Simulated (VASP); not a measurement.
# A vacancy on the Ba site in Ba2BiSb2

Wanted: what a vacancy on the Ba site costs in Ba2BiSb2 and how the lattice relaxes round it. The start is a cell from a database of measured crystal structures.

Method: LDA; plane waves and PAW (Bi, Ba_sv, Sb), in the first sound run; inputs show where later runs differ, in VASP 6.6.1.

Report form: the programs' logs are mostly left out.

**1. The host crystal**

Symmetry: Immm, No. 71, orthorhombic system. The conventional cell has a = 4.803 Å, b = 7.688 Å, c = 9.900 Å, α = 90.00°, β = 90.00°, γ = 90.00°. Nearest to Bi lie 4 Sb at 3.32 Å and 4 Ba at 3.67 Å. Ba has 6 Sb at 3.59 to 3.60 Å and 2 Bi at 3.67 Å nearest. Nearest to Sb lie 1 Sb at 3.10 Å and 2 Bi at 3.32 Å and 6 Ba at 3.59 to 3.60 Å. Farther neighbours are not listed.

Coordinates:

```xyz
5
Lattice="-2.4013 3.8439 4.9500 2.4013 -3.8439 4.9500 2.4013 3.8439 -4.9500" Properties=species:S:1:pos:R:3 pbc="T T T"
Bi    0.0000    0.0000    0.0000
Ba    2.4013    0.0000    2.7699
Ba    0.0000    3.8439    2.1801
Sb    2.4013    2.2940    0.0000
Sb    0.0000    1.5499    4.9500
```

**2. Relaxing the host crystal**

First cell and atoms are relaxed at a raised cutoff, so that later runs start from this functional's own cell.

INCAR reads:

```
SYSTEM = Ba2BiSb2
PREC = Accurate
ENCUT = 350
EDIFF = 1E-06
NELM = 120
ISMEAR = 1
SIGMA = 0.15
LREAL = .FALSE.
ALGO = Normal
GGA = CA
NBANDS = 23
LORBIT = 11
LWAVE = .FALSE.
LCHARG = .FALSE.
KPAR = 4
LASPH = .TRUE.
IBRION = 2
NSW = 40
ISIF = 3
EDIFFG = -0.02
POTIM = 0.4
```

POSCAR reads:

```
Ba2BiSb2
1.0
   -2.4013000000      3.8439000000      4.9500000000
    2.4013000000     -3.8439000000      4.9500000000
    2.4013000000      3.8439000000     -4.9500000000
Bi Ba Sb
1 2 2
Direct
    0.0000000000      0.0000000000      0.0000000000
    0.2797900000      0.7797900000      0.5000000000
    0.7202100000      0.2202100000      0.5000000000
    0.2984000000      0.5000000000      0.7984000000
    0.7016000000      0.5000000000      0.2016000000
```

KPOINTS reads:

```
Automatic mesh
0
Gamma
6 6 6
0 0 0
```

PAW data sets: Bi, Ba_sv and Sb (LDA family, release 64).

Command:

```bash
mpirun -np 4 vasp_std
```

Run time: 74 s. Hardware: 4 MPI ranks of Intel Xeon 6975P-C (Granite Rapids), shared host; peak memory 1.2 GiB.

This run has no spin polarisation. Its electron count is odd, so without a moment it is a metal by construction. The k-mesh is coarse for a metal. Harder data sets than Ba_sv exist (the GW ones), and pressures, volumes and forces can shift noticeably with them. The data set Bi keeps the semicore shell frozen, which is cheaper and a little less accurate. The run keeps the 8 symmetry operations of its start, so it cannot find a distortion of lower symmetry.

The steps of the relaxation:

```csv
step,energy less that of the first step (eV),largest force (eV/Å),pressure (GPa),volume (Å³)
1,0.0000,0.0060,-1.93,182.76
2,-0.0662,0.0227,0.06,173.60
3,-0.0663,0.0233,0.12,173.38
4,-0.0690,0.0219,0.05,173.63
5,-0.0699,0.0216,0.00,173.83
6,-0.0699,0.0214,0.00,173.88
7,-0.0699,0.0214,-0.01,173.89
8,-0.0700,0.0164,0.00,173.86
```

```csv
"conventional cell, symmetrised",before,after,change
a (Å),4.803,4.716,-1.8 %
b (Å),7.688,7.455,-3.0 %
c (Å),9.900,9.891,-0.1 %
volume (Å³/atom),36.55,34.77,-4.9 %
```

Final coordinates:

```xyz
5
Lattice="-2.3580 3.7273 4.9454 2.3580 -3.7273 4.9454 2.3580 3.7273 -4.9454" Properties=species:S:1:pos:R:3 pbc="T T T"
Bi    0.0000    0.0000    0.0000
Ba    2.3580    0.0000    2.7694
Ba    0.0000    3.7273    2.1760
Sb    2.3580    2.2214    0.0000
Sb    0.0000    1.5059    4.9454
```

This step gave:

| Quantity | Value |
| --- | --- |
| electronic cycles | 48 |
| electrons | 35 |
| free energy (TOTEN) | -23.12 eV |
| energy at zero smearing | -23.12 eV |
| Fermi energy | 4.802 eV |
| labelled metallic, from the levels on this mesh | yes |

The run ended after 8 ionic steps, 0.070 eV below its first step, once forces and stress met EDIFFG = -0.02.

**3. The supercell without the defect**

System of this step: Ba2BiSb2. It takes space group Immm (No. 71, orthorhombic). Conventional cell: a = 4.716 Å, b = 7.455 Å, c = 9.891 Å, α = 90.00°, β = 90.00°, γ = 90.00°. Nearest to Bi lie 4 Sb at 3.24 Å and 4 Ba at 3.64 Å. Nearest to Ba lie 6 Sb at 3.54 to 3.55 Å and 2 Bi at 3.64 Å. Sb has 1 Sb at 3.01 Å and 2 Bi at 3.24 Å and 6 Ba at 3.54 to 3.55 Å nearest. Farther neighbours are not listed.

The same cell, mesh and cutoff without the defect give the energy to subtract and, in a gapped host, the band edges to count from, so that most errors cancel.

INCAR reads:

```
SYSTEM = Ba2BiSb2
PREC = Normal
ENCUT = 300
EDIFF = 1E-05
NELM = 120
ISMEAR = 1
SIGMA = 0.2
LREAL = Auto
ALGO = Fast
GGA = CA
NBANDS = 168
LORBIT = 11
LWAVE = .FALSE.
LCHARG = .FALSE.
KPAR = 4
LASPH = .TRUE.
```

POSCAR reads:

```
Ba2BiSb2
1.0
   -4.7160678660      7.4546261834      9.8907943552
    4.7160678660     -7.4546261834      9.8907943552
    4.7160678660      7.4546261834     -9.8907943552
Bi Ba Sb
8 16 16
Direct
    0.0000000000      0.0000000000      0.0000000000
    0.0000000000      0.0000000000      0.5000000000
    0.0000000000      0.5000000000      0.0000000000
    0.0000000000      0.5000000000      0.5000000000
    0.5000000000      0.0000000000      0.0000000000
    0.5000000000      0.0000000000      0.5000000000
    0.5000000000      0.5000000000      0.0000000000
    0.5000000000      0.5000000000      0.5000000000
    0.1399999889      0.3899999888      0.2500000000
    0.1399999889      0.3899999888      0.7500000000
    0.1399999888      0.8899999888      0.2500000000
    0.1399999888      0.8899999888      0.7500000000
    0.6399999888      0.3899999888      0.2500000000
    0.6399999888      0.3899999888      0.7500000000
    0.6399999888      0.8899999888      0.2500000000
    0.6399999888      0.8899999888      0.7500000000
    0.3600000112      0.1100000111      0.2500000000
    0.3600000112      0.1100000111      0.7500000000
    0.3600000111      0.6100000111      0.2500000000
    0.3600000112      0.6100000111      0.7500000000
    0.8600000112      0.1100000111      0.2500000000
    0.8600000112      0.1100000111      0.7500000000
    0.8600000112      0.6100000111      0.2500000000
    0.8600000112      0.6100000111      0.7500000000
    0.1489961607      0.2500000000      0.3989961607
    0.1489961608      0.2500000000      0.8989961608
    0.1489961607      0.7500000000      0.3989961607
    0.1489961608      0.7500000000      0.8989961608
    0.6489961607      0.2500000000      0.3989961607
    0.6489961608      0.2500000000      0.8989961608
    0.6489961607      0.7500000000      0.3989961607
    0.6489961608      0.7500000000      0.8989961608
    0.3510038392      0.2500000000      0.1010038392
    0.3510038392      0.2500000000      0.6010038392
    0.3510038392      0.7500000000      0.1010038392
    0.3510038393      0.7500000000      0.6010038392
    0.8510038392      0.2500000000      0.1010038392
    0.8510038392      0.2500000000      0.6010038392
    0.8510038392      0.7500000000      0.1010038392
    0.8510038392      0.7500000000      0.6010038392
```

KPOINTS reads:

```
Automatic mesh
0
Gamma
3 3 3
0 0 0
```

Command:

```bash
mpirun -np 4 vasp_std
```

The job ended after 2.4 min (4 MPI ranks; peak memory 3 GiB).

This step gave:

```yaml
electronic_cycles: 17
electrons: 280
free_energy_toten: -184.9296 eV
energy_at_zero_smearing: -184.9269 eV
fermi_energy: 4.803 eV
```

Force (size) by element, in eV/Å:

```csv
element,atoms,mean,spread (r.m.s.),least,largest
Bi,8,0.0000,0.0000,0.0000,0.0000
Ba,16,0.0177,0.0000,0.0177,0.0177
Sb,16,0.0772,0.0000,0.0772,0.0772
```

The atoms with the largest values:

```csv
atom,"x, y, z (Å)",force (eV/Å)
Sb25,"2.36, 2.22, 0.00","0.0000, -0.0772, 0.0000"
Sb26,"4.72, 5.95, -4.95","0.0000, -0.0772, 0.0000"
Sb27,"4.72, -1.51, 4.95","0.0000, -0.0772, 0.0000"
Sb28,"7.07, 2.22, 0.00","0.0000, -0.0772, 0.0000"
Sb29,"0.00, 5.95, 4.95","0.0000, -0.0772, 0.0000"
Sb30,"2.36, 9.68, 0.00","0.0000, -0.0772, 0.0000"
Sb31,"2.36, 2.22, 9.89","0.0000, -0.0772, 0.0000"
Sb32,"4.72, 5.95, 4.95","0.0000, -0.0772, 0.0000"
```

The host is treated as a metal, as its relaxation found a gap under 0.3 eV or none, and only the neutral defect is run.

**4. Reference Ba**

This step: LDA; plane waves and PAW (Ba_sv) (VASP 6.6.1).

System of this step: Ba. The structure is cubic, space group Im-3m (No. 229). The conventional cell has a = 5.020 Å, b = 5.020 Å, c = 5.020 Å, α = 90.00°, β = 90.00°, γ = 90.00°. Ba has 8 Ba at 4.35 Å nearest.

The reference for Ba is its crystal, relaxed at the cutoff of the large cell.

INCAR reads:

```
SYSTEM = Ba
PREC = Normal
ENCUT = 300
EDIFF = 1E-05
NELM = 120
ISMEAR = 1
SIGMA = 0.1
LREAL = Auto
ALGO = Fast
GGA = CA
NBANDS = 11
LORBIT = 11
LWAVE = .FALSE.
LCHARG = .FALSE.
KPAR = 4
LASPH = .TRUE.
IBRION = 2
NSW = 25
ISIF = 3
EDIFFG = -0.02
POTIM = 0.4
```

POSCAR reads:

```
Ba
1.0
   -2.5100000000      2.5100000000      2.5100000000
    2.5100000000     -2.5100000000      2.5100000000
    2.5100000000      2.5100000000     -2.5100000000
Ba
1
Direct
    0.0000000000      0.0000000000      0.0000000000
```

KPOINTS reads:

```
Automatic mesh
0
Gamma
8 8 8
0 0 0
```

PAW data sets: Ba_sv (LDA family, release 64).

Command:

```bash
mpirun -np 4 vasp_std
```

The job ended after 3.4 s (4 MPI ranks; peak memory 0.48 GiB; 11 s of CPU time).

After so large a change of volume the plane waves of the start cell no longer fit, so the final stress carries a basis-set error. The run keeps the 48 symmetry operations of its start, so it cannot find a distortion of lower symmetry.

Relaxation path:

```csv
step,energy less that of the first step (eV),largest force (eV/Å),pressure (GPa),volume (Å³)
1,0.0000,0.0000,-1.36,63.25
2,-0.0270,0.0000,-0.87,59.40
3,-0.0412,0.0000,-0.18,55.37
4,-0.0419,0.0000,0.02,54.42
```

```csv
"conventional cell, symmetrised",before,after,change
a (Å),5.020,4.775,-4.9 %
b (Å),5.020,4.775,-4.9 %
c (Å),5.020,4.775,-4.9 %
volume (Å³/atom),63.25,54.42,-14.0 %
```

Final coordinates:

```xyz
1
Lattice="-2.3873 2.3873 2.3873 2.3873 -2.3873 2.3873 2.3873 2.3873 -2.3873" Properties=species:S:1:pos:R:3 pbc="T T T"
Ba    0.0000    0.0000    0.0000
```

Numbers from this step:

```
electronic cycles       : 40
electrons               : 10
free energy (TOTEN)     : -2.256 eV
energy at zero smearing : -2.256 eV
Fermi energy            : 1.833 eV
```

The run ended after 4 ionic steps, 0.042 eV below its first step, once forces and stress met EDIFFG = -0.02.

Energy at zero smearing: -2.25635 eV.

**5. The defect cell**

This step: LDA; plane waves and PAW (Bi, Ba_sv, Sb) (VASP 6.6.1).

System of this step: Ba15Bi8Sb16. The cell holds 39 atoms: 8 Bi, 15 Ba and 16 Sb. Cell: a = 13.253 Å, b = 13.253 Å, c = 13.253 Å, α = 138.3°, β = 111.5°, γ = 83.5°. It derives from Ba2BiSb2. Nearest the centre at fractional (0.140, 0.390, 0.250): Sb32 at 3.54 Å, Sb35 at 3.54 Å, Sb25 at 3.54 Å, Sb26 at 3.54 Å, Sb24 at 3.55 Å, Sb36 at 3.55 Å, Bi1 at 3.64 Å, Bi4 at 3.64 Å.

The host is treated as a metal, since its gap is under 0.3 eV or closed. The run keeps 4 symmetry operations, which cuts the number of k-points but bars distortions that break them. The atoms relax at the host's fixed cell.

INCAR reads:

```
SYSTEM = Ba15Bi8Sb16
PREC = Normal
ENCUT = 300
EDIFF = 1E-05
NELM = 120
ISMEAR = 1
SIGMA = 0.2
LREAL = Auto
ALGO = Fast
GGA = CA
NBANDS = 164
LORBIT = 11
LWAVE = .FALSE.
LCHARG = .TRUE.
KPAR = 4
LASPH = .TRUE.
IBRION = 2
NSW = 50
ISIF = 2
EDIFFG = -0.03
POTIM = 0.4
MAXMIX = 40
ISYM = 2
```

POSCAR reads:

```
Ba15Bi8Sb16
1.0
   -4.7160678660      7.4546261834      9.8907943552
    4.7160678660     -7.4546261834      9.8907943552
    4.7160678660      7.4546261834     -9.8907943552
Bi Ba Sb
8 15 16
Direct
    0.0000000000      0.0000000000      0.0000000000
    0.0000000000      0.0000000000      0.5000000000
    0.0000000000      0.5000000000      0.0000000000
    0.0000000000      0.5000000000      0.5000000000
    0.5000000000      0.0000000000      0.0000000000
    0.5000000000      0.0000000000      0.5000000000
    0.5000000000      0.5000000000      0.0000000000
    0.5000000000      0.5000000000      0.5000000000
    0.1399999900      0.3899999900      0.7500000000
    0.1399999900      0.8899999900      0.2500000000
    0.1399999900      0.8899999900      0.7500000000
    0.6399999900      0.3899999900      0.2500000000
    0.6399999900      0.3899999900      0.7500000000
    0.6399999900      0.8899999900      0.2500000000
    0.6399999900      0.8899999900      0.7500000000
    0.3600000100      0.1100000100      0.2500000000
    0.3600000100      0.1100000100      0.7500000000
    0.3600000100      0.6100000100      0.2500000000
    0.3600000100      0.6100000100      0.7500000000
    0.8600000100      0.1100000100      0.2500000000
    0.8600000100      0.1100000100      0.7500000000
    0.8600000100      0.6100000100      0.2500000000
    0.8600000100      0.6100000100      0.7500000000
    0.1489961600      0.2500000000      0.3989961600
    0.1489961600      0.2500000000      0.8989961600
    0.1489961600      0.7500000000      0.3989961600
    0.1489961600      0.7500000000      0.8989961600
    0.6489961600      0.2500000000      0.3989961600
    0.6489961600      0.2500000000      0.8989961600
    0.6489961600      0.7500000000      0.3989961600
    0.6489961600      0.7500000000      0.8989961600
    0.3510038400      0.2500000000      0.1010038400
    0.3510038400      0.2500000000      0.6010038400
    0.3510038400      0.7500000000      0.1010038400
    0.3510038400      0.7500000000      0.6010038400
    0.8510038400      0.2500000000      0.1010038400
    0.8510038400      0.2500000000      0.6010038400
    0.8510038400      0.7500000000      0.1010038400
    0.8510038400      0.7500000000      0.6010038400
```

KPOINTS reads:

```
Automatic mesh
0
Gamma
3 3 3
0 0 0
```

PAW data sets: Bi, Ba_sv and Sb (LDA family, release 64).

Command:

```bash
mpirun -np 4 vasp_std
```

Elapsed: 18 min, on 4 MPI ranks; peak memory 2.9 GiB.

The run keeps the 4 symmetry operations of its start, so it cannot find a distortion of lower symmetry.

[end of part 1 of 2]

[Lines on the potential files, build, host, timing and source positions are cut from VASP's logs without a mark.]

[Logs are printed without paths, hosts, clocks, repeated set-up lines and the standing remarks that a program may print on its own settings, such as how far it seeks lower states.]

[Hosts, paths, dates, database ids (printed as entryN), source tags and the programs' standing remarks are cut or masked in the printed files.]

[In band tables of VASP the shares of atoms and orbitals are scaled to a sum of 1 inside the atoms' spheres.]

[Runs that stopped without an error message from VASP are left out.]
